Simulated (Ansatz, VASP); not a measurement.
# TiO2: VASP beside Ansatz

Aim: how closely do two programs agree when they are given the same cell, functional and k mesh? The cell is taken from a series of runs on this material, whose earlier steps may have relaxed, scaled, displaced or heated it; both programs get it as it stands.

Program: Ansatz 0.2.0. Level of theory: plane waves, with VASP 6.6.1 beside it; LDA. Results are calculated unless marked as measured.

**1. Set-up**

Symmetry: Pbcn, No. 60, orthorhombic system. Conventional cell: a = 4.523 Å, b = 5.492 Å, c = 4.885 Å, α = 90.00°, β = 90.00°, γ = 90.00°. Ti has 6 O at 1.87 to 2.08 Å nearest. Nearest to O lie 3 Ti at 1.87 to 2.08 Å. Farther neighbours and most contacts between anions are not listed.

**2. VASP: single point, LDA, pair 1**

With cell and atoms fixed, the geometry can't cause a difference; cores, projectors, grids and the points listed under the comparison can.

Lines of VASP's logs that name or quote its potential files are left out, and so is its time.

Input file INCAR:

```
SYSTEM = TiO2
PREC = Accurate
ENCUT = 600
EDIFF = 1E-06
NELM = 120
ISMEAR = -1
SIGMA = 0.02
LREAL = .FALSE.
ALGO = Normal
GGA = PW92
NBANDS = 60
LASPH = .TRUE.
LORBIT = 11
LWAVE = .FALSE.
LCHARG = .FALSE.
ISIF = 2
GGA_COMPAT = .FALSE.
EFERMI = MIDGAP
KPAR = 2
```

Input file POSCAR:

```
TiO2
1.0
    4.5226228022      0.0000000000      0.0000000000
    0.0000000000      5.4920213428      0.0000000000
    0.0000000000      0.0000000000      4.8846508757
Ti O
4 8
Direct
    0.5000000000      0.6733415454      0.7500000000
    0.0000000000      0.8266584546      0.2500000000
    0.5000000000      0.3266584546      0.2500000000
    0.0000000000      0.1733415454      0.7500000000
    0.7273856086      0.6200650065      0.0820369770
    0.2273856086      0.8799349935      0.9179630230
    0.7726143914      0.8799349935      0.5820369770
    0.2726143914      0.6200650065      0.4179630230
    0.7273856086      0.3799349935      0.5820369770
    0.2273856086      0.1200650065      0.4179630230
    0.7726143914      0.1200650065      0.0820369770
    0.2726143914      0.3799349935      0.9179630230
```

Input file KPOINTS:

```
Automatic mesh
0
Gamma
6 4 6
0 0 0
```

The projector-augmented-wave data sets are Ti_sv and O (LDA family, release 64).

Started as:

```sh
$ mpirun -np 2 vasp_std
```

Numbers of over 12 decimals in the logs are rounded to 6 here.

Output:

```text
[banner, memory and clock lines left out]
running    2 mpi-ranks, on    1 nodes
 distrk:  each k-point on    1 cores,    2 groups
 distr:  one band on    1 cores,    1 groups

 POSCAR found type information on POSCAR TiO
 POSCAR found :  2 types and      12 ions
|                                                                             |
|               ----> ADVICE to this user running VASP <----                  |
|                                                                             |
|     You enforced a specific xc type in the INCAR file but a different       |
|     [... a line on the potential file left out ...]
|     I HOPE YOU KNOW WHAT YOU ARE DOING!                                     |
|                                                                             |

 LDA part: xc-table for (Slater(with rela. corr.)+PW92), standard interpolation
 POSCAR, INCAR and KPOINTS ok, starting setup
 FFT: planning ... GRIDC
 FFT: planning ... GRID_SOFT
 FFT: planning ... GRID
 WAVECAR not read
 entering main loop
       N       E                     dE             d eps       ncg     rms          rms(c)
DAV:   1     0.158730303360E+04    0.15873E+04   -0.51679E+04  5768   0.211E+03
DAV:   2     0.184066987268E+03   -0.14032E+04   -0.13322E+04  5800   0.632E+02
DAV:   3    -0.126998631469E+03   -0.31107E+03   -0.29914E+03  7316   0.251E+02
DAV:   4    -0.150118438232E+03   -0.23120E+02   -0.23053E+02  8424   0.745E+01
DAV:   5    -0.151375954431E+03   -0.12575E+01   -0.12569E+01  8724   0.143E+01    0.446E+01
DAV:   6    -0.119160119766E+03    0.32216E+02   -0.20245E+02  7952   0.983E+01    0.178E+01
DAV:   7    -0.118280469217E+03    0.87965E+00   -0.33464E+01  7712   0.340E+01    0.115E+01
DAV:   8    -0.118138172012E+03    0.14230E+00   -0.79868E+00  7440   0.203E+01    0.632E+00
DAV:   9    -0.117669956903E+03    0.46822E+00   -0.28774E+00  7460   0.117E+01    0.145E+00
DAV:  10    -0.117688972057E+03   -0.19015E-01   -0.19717E-01  6904   0.254E+00    0.627E-01
DAV:  11    -0.117681447656E+03    0.75244E-02   -0.30762E-02  7040   0.919E-01    0.124E-01
DAV:  12    -0.117681789062E+03   -0.34141E-03   -0.22137E-03  7348   0.320E-01    0.179E-01
DAV:  13    -0.117681483178E+03    0.30588E-03   -0.10935E-03  7408   0.213E-01    0.329E-02
DAV:  14    -0.117681481420E+03    0.17578E-05   -0.91714E-05  8332   0.623E-02    0.141E-02
DAV:  15    -0.117681480799E+03    0.62150E-06   -0.25314E-05  7500   0.365E-02    0.604E-03
DAV:  16    -0.117681480594E+03    0.20466E-06   -0.88911E-07  3636   0.764E-03
   1 F= -.11768148E+03 E0= -.11768148E+03  d E =0.000000E+00
```

OUTCAR, selected parts (step 2):

```text
ion  position               nearest neighbor table
   1  0.500  0.673  0.750-   6 1.87   7 1.87   5 1.94   8 1.94   9 2.08  12 2.08
   2  0.000  0.827  0.250-   5 1.87   8 1.87   7 1.94   6 1.94  10 2.08  11 2.08
   3  0.500  0.327  0.250-  10 1.87  11 1.87   9 1.94  12 1.94   5 2.08   8 2.08
   4  0.000  0.173  0.750-   9 1.87  12 1.87  11 1.94  10 1.94   6 2.08   7 2.08
   5  0.727  0.620  0.082-   2 1.87   1 1.94   3 2.08
   6  0.227  0.880  0.918-   1 1.87   2 1.94   4 2.08
   7  0.773  0.880  0.582-   1 1.87   2 1.94   4 2.08
   8  0.273  0.620  0.418-   2 1.87   1 1.94   3 2.08
   9  0.727  0.380  0.582-   4 1.87   3 1.94   1 2.08
  10  0.227  0.120  0.418-   3 1.87   4 1.94   2 2.08
  11  0.773  0.120  0.082-   3 1.87   4 1.94   2 2.08
  12  0.273  0.380  0.918-   4 1.87   3 1.94   1 2.08

  LATTYP: Found a simple orthorhombic cell.
 ALAT       =     4.5226228022
 B/A-ratio  =     1.0800482572
 C/A-ratio  =     1.2143443270

 Subroutine GETGRP returns: Found  8 space group operations
 (whereof  2 operations were pure point group operations)

The static configuration has the point symmetry S_2 .
 The point group associated with its full space group is D_2h.

 Found     48 irreducible k-points:

   k-points           NKPTS =     48   k-points in BZ     NKDIM =     48   number of bands    NBANDS=     60

   dimension x,y,z NGX =    36 NGY =   48 NGZ =   40
   dimension x,y,z NGXF=    72 NGYF=   96 NGZF=   80

   ENCUT  =  600.0 eV  44.10 Ry    6.64 a.u.   9.03 10.97  9.76*2*pi/ulx,y,z

   NELECT =      96.0000    total number of electrons

 k-points in reciprocal lattice and weights: Automatic mesh
   0.00000000  0.00000000  0.00000000       0.007
   0.16666667  0.00000000  0.00000000       0.014
   0.33333333  0.00000000  0.00000000       0.014
   0.50000000  0.00000000  0.00000000       0.007
   0.00000000  0.25000000  0.00000000       0.014
   0.16666667  0.25000000  0.00000000       0.028
   0.33333333  0.25000000  0.00000000       0.028
   0.50000000  0.25000000  0.00000000       0.014
   0.00000000  0.50000000  0.00000000       0.007
[...]
0.33333333  0.50000000  0.50000000       0.014
   0.50000000  0.50000000  0.50000000       0.007

 average (electrostatic) potential at core
       1 -75.8718       2 -75.8718       3 -75.8718       4 -75.8718       5 -70.1603
       6 -70.1603       7 -70.1603       8 -70.1603       9 -70.1603      10 -70.1603
      11 -70.1603      12 -70.1603

 E-fermi :   5.7677

 k-point     1 :       0.0000    0.0000    0.0000
  band No.  band energies     occupation
    ...
     44       3.8921      2.00000
     45       3.8928      2.00000
     46       4.0666      2.00000
     47       4.4763      2.00000
     48       4.4828      2.00000
     49       7.1097      0.00000
     50       7.1280      0.00000
     51       7.2763      0.00000
     52       7.2871      0.00000
     53       7.3447      0.00000
    ...

 k-point     2 :       0.1667    0.0000    0.0000
  band No.  band energies     occupation
    ...
     44       3.7146      2.00000
     45       3.8274      2.00000
     46       4.0257      2.00000
     47       4.0649      2.00000
     48       4.4181      2.00000
     49       7.1978      0.00000
     50       7.2196      0.00000
     51       7.2494      0.00000
     52       7.4374      0.00000
     53       7.4937      0.00000
    ...

 k-point     3 :       0.3333    0.0000    0.0000
  band No.  band energies     occupation
    ...
     44       3.2453      2.00000
     45       3.6688      2.00000
     46       4.0644      2.00000
     47       4.1499      2.00000
     48       4.2382      2.00000
     49       7.3143      0.00000
     50       7.4110      0.00000
     51       7.4353      0.00000
     52       7.8048      0.00000
     53       7.8726      0.00000
    ...

  Total       -3.2379979     -3.6093067     -3.7504280      0.0000000      0.0000000     -0.0000000
  in kB      -42.7593442    -47.6626575    -49.5262339      0.0000000      0.0000000     -0.0000000
  external PRESSURE =     -46.6494119 kB  Pullay stress =       0.0000000 kB

  energy-cutoff  :      600.00
  volume of cell :      121.33
      direct lattice vectors                 reciprocal lattice vectors
     4.522622802  0.000000000  0.000000000     0.221110635  0.000000000  0.000000000
     0.000000000  5.492021343  0.000000000     0.000000000  0.182082322  0.000000000
     0.000000000  0.000000000  4.884650876     0.000000000  0.000000000  0.204722922

 POSITION                                       TOTAL-FORCE (eV/Angst)
 -----------------------------------------------------------------------------------
      2.26131      3.69801      3.66349         0.000000     -0.055426     -0.000000
      0.00000      4.54003      1.22116         0.000000      0.055426     -0.000000
      2.26131      1.79402      1.22116         0.000000      0.055426      0.000000
      0.00000      0.95200      3.66349         0.000000     -0.055426      0.000000
      3.28969      3.40541      0.40072        -0.020121     -0.037571     -0.002697
      1.02838      4.83262      4.48393        -0.020121      0.037571      0.002697
      3.49424      4.83262      2.84305         0.020121      0.037571     -0.002697
      1.23293      3.40541      2.04160         0.020121     -0.037571      0.002697
      3.28969      2.08661      2.84305        -0.020121      0.037571     -0.002697
      1.02838      0.65940      2.04160        -0.020121     -0.037571      0.002697
      3.49424      0.65940      0.40072         0.020121     -0.037571     -0.002697
      1.23293      2.08661      4.48393         0.020121      0.037571      0.002697
 -----------------------------------------------------------------------------------
    total drift:                               -0.000000      0.000000     -0.000000

  FREE ENERGIE OF THE ION-ELECTRON SYSTEM (eV)
  ---------------------------------------------------
  free  energy   TOTEN  =      -117.6814805939 eV

  energy  without entropy=     -117.6814805939  energy(sigma->0) =     -117.68148059

 total charge
# of ion       s       p       d       tot
------------------------------------------
    1        2.232   6.305   1.788  10.325
    2        2.232   6.305   1.788  10.325
    3        2.232   6.305   1.788  10.325
    4        2.232   6.305   1.788  10.325
    5        1.559   3.487   0.000   5.046
    6        1.559   3.487   0.000   5.046
    7        1.559   3.487   0.000   5.046
    8        1.559   3.487   0.000   5.046
    9        1.559   3.487   0.000   5.046
   10        1.559   3.487   0.000   5.046
   11        1.559   3.487   0.000   5.046
   12        1.559   3.487   0.000   5.046
--------------------------------------------------
tot         21.402  53.113   7.152  81.667

[... 3 further parts left out ...]
```

The run ends at a pressure of -4.66 GPa, with forces up to 0.055 eV/Å.

**3. Ansatz: single point, LDA, pair 1**

Ansatz runs on its PAW soft_1 files.

The same cell, functional (in two slightly different forms), mesh and smearing now go to Ansatz, which takes its cutoff from its data sets.

Input file input.yaml:

```yaml
crystal:
  lattice:
    - [4.5226228022, 0.0, 0.0]
    - [0.0, 5.4920213428, 0.0]
    - [0.0, 0.0, 4.8846508757]
  atoms:
    - { symbol: Ti, position: [0.5, 0.6733415454, 0.75] }
    - { symbol: Ti, position: [0.0, 0.8266584546, 0.25] }
    - { symbol: Ti, position: [0.5, 0.3266584546, 0.25] }
    - { symbol: Ti, position: [0.0, 0.1733415454, 0.75] }
    - { symbol: O, position: [0.7273856086, 0.6200650065, 0.082036977] }
    - { symbol: O, position: [0.2273856086, 0.8799349935, 0.917963023] }
    - { symbol: O, position: [0.7726143914, 0.8799349935, 0.582036977] }
    - { symbol: O, position: [0.2726143914, 0.6200650065, 0.417963023] }
    - { symbol: O, position: [0.7273856086, 0.3799349935, 0.582036977] }
    - { symbol: O, position: [0.2273856086, 0.1200650065, 0.417963023] }
    - { symbol: O, position: [0.7726143914, 0.1200650065, 0.082036977] }
    - { symbol: O, position: [0.2726143914, 0.3799349935, 0.917963023] }
kpoints:
  mp_grid: { grid: [6, 4, 6] }
  band_path:
    path:
      - [0.0, 0.0, 0.0]
      - [0.5, 0.0, 0.0]
      - [0.5, 0.5, 0.0]
      - [0.0, 0.5, 0.0]
      - [0.0, 0.0, 0.5]
      - [0.5, 0.0, 0.5]
      - [0.5, 0.5, 0.5]
      - [0.0, 0.5, 0.5]
    npoints: 1
hamiltonian:
  xc: lda
  pseudopotentials: { kind: paw, azcp: { folder: soft_1 }, xc_functional: pbe }
scf:
  occupations: { method: fermi_dirac, width: 0.02 }
  n_extra_bands: 8
output:
  eigenvalues: true
  forces: true
  stress: true
```

Started as:

```sh
$ ansatz run input.yaml --threads 2 --pin off --max-ram 92160MiB --backend cuda --events-out ev --progress --plain --runs-dir out --devices 1 --max-vram 13GiB
```

Output:

```text
scf.n_extra_bands = 8 over 48 filled bands (N_el = 96.0): the run solves 56 bands
GPUs: using 1 of 1 available (devices: 1).
Engine: ansatz 0.2.0, x86_64-unknown-linux-gnu
Pseudopotentials: kind: paw
Pseudopotential: Ti, paw, valence charge 12, recommended cutoff 420 eV (normal), soft_1/Ti.paw.azcp
Pseudopotential: O, paw, valence charge 6, recommended cutoff 420 eV (normal), soft_1/O.paw.azcp
Functional definition: SPW92
  exchange = slater_x
  correlation = pw_c
device memory: the entry about to start is reckoned to put 2.4 GiB on a device that reports 35.2 GiB free (of which the cap on the GPU budget leaves the run 13.0 GiB)
GPU FFT provider: cuFFT
GPU libraries: cuBLAS 13.8.2, cuFFT 12.4.0, cuSOLVER 12.3.4
Crystal: 12 atoms, lattice volume = 121.327 Å³
Basis set: ecut = 420 eV, 2381 PW (Γ)
Bands: 56, of which v1, the nominal top of the filled ones, is band 48 counted from 1 (47 counted from 0)
Symmetry: 8 space group operations
Space group: Pbcn (ITA 60), of the structure as read, at distance tolerance 5.0e-5 Å
k-points: 48 of 144
Non-local potential: Ti, projectors of the file, l = 0: 3, l = 1: 2, l = 2: 3, l = 3: 1
Non-local potential: O, projectors of the file, l = 0: 2, l = 1: 2, l = 2: 1
PAW form: soft (Blöchl's): semilocal exchange-correlation on the pseudo side does not see the compensation charge
PAW frozen core: Ti, regenerated for the run's functional, and the local potential with it (the file was generated under x = pbe(κ = 0.804, μ = 0.219515), c = pbe(β = 0.066725))
PAW frozen core: O, regenerated for the run's functional, and the local potential with it (the file was generated under x = pbe(κ = 0.804, μ = 0.219515), c = pbe(β = 0.066725))
PAW one-centre angular grid: Ti, 590 points (default); XC on 64 Gauss nodes
PAW one-centre angular grid: O, 110 points (default); XC on 64 Gauss nodes
Initial density: superposition of atomic densities (chi_scale 0.1, normalization cell, long waves kept (reshape's long-wave potential 0.00 eV rms))
Initial wavefunctions: pseudopotential atomic-orbital guess
GPU buffer pool allocated for 46080 grid points (all kernels)
GPU transforms: local potential and band sums: pruned to the plane-wave sphere, on 32×40×36
Functional: x = slater, c = lda
SCF iter   1: F=—  HF=-14261.382350 eV  |F-HF|=—  |Δ(HF+E_count)|=         —  Δρ=5.49e-2  dr2=3.18e0  ethr=3.10e-3  ⟨swp⟩=5.0  Hψ=8788  notcnv=0
preconditioner: auto → Resta (q_TF=auto, 2.624 Å⁻¹)  ε∞=9.3  [insulator: Δε(μ)=2.652 eV  Ē_g=9.369 eV  σ=0.020 eV  W_gap=1.00  n_scr=30 (ndim 8)  ℏωp=27.0 eV  f_vac=0.000  D(μ)=0.00/eV (n_scr^D=0)  ε∞_Penn≈9.3]
SCF iter   2: F=—  HF=-14261.108031 eV  |F-HF|=—  |Δ(HF+E_count)|=   2.74e-1  Δρ=3.26e-2  dr2=9.78e-1  ethr=3.10e-3  ⟨swp⟩=2.0  Hψ=4472  notcnv=0  defer=139
SCF iter   3: F=—  HF=-14260.956218 eV  |F-HF|=—  |Δ(HF+E_count)|=   1.52e-1  Δρ=1.41e-2  dr2=2.43e-1  ethr=1.02e-3  ⟨swp⟩=2.2  Hψ=3803  notcnv=0  defer=139
SCF iter   4: F=—  HF=-14260.906189 eV  |F-HF|=—  |Δ(HF+E_count)|=   5.00e-2  Δρ=2.91e-3  dr2=1.41e-2  ethr=2.53e-4  ⟨swp⟩=2.0  Hψ=4280  notcnv=0  defer=139
SCF iter   5: F=—  HF=-14260.905475 eV  |F-HF|=—  |Δ(HF+E_count)|=   7.14e-4  Δρ=8.42e-4  dr2=9.59e-4  ethr=1.47e-5  ⟨swp⟩=2.0  Hψ=3924  notcnv=0  defer=139
SCF iter   6: F=—  HF=-14260.904767 eV  |F-HF|=—  |Δ(HF+E_count)|=   7.09e-4  Δρ=2.14e-4  dr2=4.76e-5  ethr=9.99e-7  ⟨swp⟩=2.0  Hψ=3713  notcnv=0  defer=139
SCF iter   7: F=—  HF=-14260.905345 eV  |F-HF|=—  |Δ(HF+E_count)|=   5.78e-4  Δρ=3.02e-5  dr2=1.11e-6  ethr=4.96e-8  ⟨swp⟩=2.0  Hψ=4092  notcnv=0  defer=139
SCF iter   8: F=-14260.905345 eV  HF=-14260.905345 eV  |F-HF|=1.31e-9  |Δ(HF+E_count)|=   1.88e-7  Δρ=4.80e-6  dr2=2.01e-8  ethr=1.04e-10  ⟨swp⟩=9.9  Hψ=11026  notcnv=0
SCF 1 converged in 8 iterations: F = -14260.905345 eV  dr2 = 2.01e-8
  greatest PAW one-centre occupation: 0.998 electrons in one spin orbital (limit 2), on the Ti atom at site 3 (counted from 0), in its partial waves of l = 0
device memory: the entry about to start is reckoned to put 1.5 GiB on a device that reports 35.3 GiB free (of which the cap on the GPU budget leaves the run 13.0 GiB)
NSCF: frozen V_eff on 8 k-points
SCF converged after 8 iterations
Free energy (F): -14260.905345 eV
Harris-Foulkes:  -14260.905345 eV  (|F-HF|=1.31e-9)
Internal energy: -14260.905345 eV  (E = F + TS)
E sigma→0 (E₀):  -14260.905345 eV
Fermi energy:    10.039680 eV
--- Per-component energies (eV) ---
  E_band       = -762.471988
  E_kinetic    = 2455.371171
  E_local      = -6175.173916  (includes V_loc(G=0)·N_el)
  E_nonlocal   = 680.070883
  E_hartree    = 2311.666808
  E_xc         = -1026.111633
  E_vxc        = -1307.431693  (∫ρ·V_xc dr)
  E_paw        = -5179.245345  (= ΣΔE_a)
  E_vpaw       = -1038.642615  (= ΣTr[D̂ρ^β])
  E_aug_tail   = 0.005986  (compensation charges beyond the density's cutoff)
  E_ewald      = -7329.568472
  E_core_change = 2.079174  (= ΣΔE_core)
  E_smearing   = -0.000000  (= −TS)
  E_closure    = -0.000000  (closes the sum)
  Σ components = -14260.905345   (vs F -14260.905345, Δ=0.00e0)
--- Forces (eV/Å), atoms counted from 1 ---
  atom   1  Ti     0.00000000    -0.00118188    -0.00000000
  atom   2  Ti    -0.00000000     0.00118188    -0.00000000
  atom   3  Ti    -0.00000000     0.00118188     0.00000000
  atom   4  Ti     0.00000000    -0.00118188     0.00000000
  atom   5  O     -0.00196456    -0.00062142    -0.00041976
  atom   6  O     -0.00196456     0.00062142     0.00041976
  atom   7  O      0.00196456     0.00062142    -0.00041976
  atom   8  O      0.00196456    -0.00062142     0.00041976
  atom   9  O     -0.00196456     0.00062142    -0.00041976
  atom  10  O     -0.00196456    -0.00062142     0.00041976
  atom  11  O      0.00196456    -0.00062142    -0.00041976
  atom  12  O      0.00196456     0.00062142     0.00041976
  max |Σ_I F_I| component: 2.60e-18 eV/Å
--- Stress (GPa, compression-positive) ---
       -5.021034       0.000000       0.000000
        0.000000      -5.327650      -0.000000
        0.000000      -0.000000      -5.740639
  P = ⅓ Tr σ = -5.3631 GPa (-53.631 kbar)
--- Band table (eV; the first three rows and the last of 48) ---
  k-point 0: bands = [... 44 lower, 8.1614, 8.3367, 8.7410, 8.7432, 11.3992, 11.4142, 11.5647, 11.5700, ... 4 higher]
  k-point 1: bands = [... 44 lower, 8.0326, 8.3298, 8.6282, 8.6921, 11.5006, 11.5006, 11.5269, 11.6060, ... 4 higher]
  k-point 2: bands = [... 44 lower, 7.9330, 8.4418, 8.4604, 8.5426, 11.4170, 11.4487, 11.6853, 11.6921, ... 4 higher]
  k-point 47: bands = [... 44 lower, 7.8954, 7.8954, 7.8954, 7.8954, 11.7647, 11.7647, 11.7647, 11.7647, ... 4 higher]
```

**4. Comparison**

Known differences besides the potentials themselves: the cutoff is 420 eV in Ansatz and 600 eV in VASP; VASP's log shows a relativistic correction to its local exchange, Ansatz's none. Total energies have different zeros and are not compared.

Compared:

```tsv
quantity	Ansatz	VASP	difference
pressure (GPa)	-5.36	-4.66	-0.70
gap on the k mesh (eV)	2.595	2.570	+0.025
```

Forces on 7 of the 12 atoms, those with the largest forces and the largest differences (eV/Å; atoms numbered as in POSCAR):

```tsv
atom	Ansatz x, y, z	VASP x, y, z
Ti1	0.000, -0.001, 0.000	0.000, -0.055, 0.000
Ti2	0.000, 0.001, 0.000	0.000, 0.055, 0.000
Ti3	0.000, 0.001, 0.000	0.000, 0.055, 0.000
Ti4	0.000, -0.001, 0.000	0.000, -0.055, 0.000
O5	-0.002, -0.001, 0.000	-0.020, -0.038, -0.003
O6	-0.002, 0.001, 0.000	-0.020, 0.038, 0.003
O7	0.002, 0.001, 0.000	0.020, 0.038, -0.003
```

The forces differ by 27 meV/Å r.m.s., where the r.m.s. force is 0.001 eV/Å in Ansatz and 0.027 eV/Å in VASP: the atoms lie near their places of rest in Ansatz, so a percentage would say little (all taken over all components). A gap on the mesh is an upper bound, since the band edges may lie between its points.

(Continued in part 2 of 2.)

[Lines on the potential files, build, host, timing and source positions are cut from VASP's logs without a mark.]

[Logs are printed without paths, hosts, clocks, repeated set-up lines and the standing remarks that a program may print on its own settings, such as how far it seeks lower states.]

[Hosts, paths, dates, database ids (printed as entryN), source tags and the programs' standing remarks are cut or masked in the printed files.]
